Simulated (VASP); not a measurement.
```
CELL_PARAMETERS angstrom
      0.00000     2.00046     2.00046
      2.00046     0.00000     2.00046
      2.00046     2.00046     0.00000
ATOMIC_POSITIONS crystal
  Li 0.00000 0.00000 0.00000
  H  0.50000 0.50000 0.50000
```

Method: PW91 GGA, VASP's PBE PAW potentials (set 64) (plane waves; VASP). Numerical set-up: 520 eV cut-off, Gaussian smearing of 0.050 eV, potentials Li_sv H.

Problem. Give the energies of bands 2 to 4 at the high-symmetry points, in eV from the valence-band maximum.

Solution. 
```tsv
band	Γ	X	U	L	W
2	-5.43	0.00	-0.51	-2.62	-0.23
3	16.21	3.04	4.19	4.99	5.34
4	18.04	10.90	7.66	13.77	5.34
```

The gap is direct, 3.04 eV, from the valence maximum at X to the conduction minimum at X.

The compound is LiH in the rock salt structure. It was relaxed first, which changed the volume by -6 %.
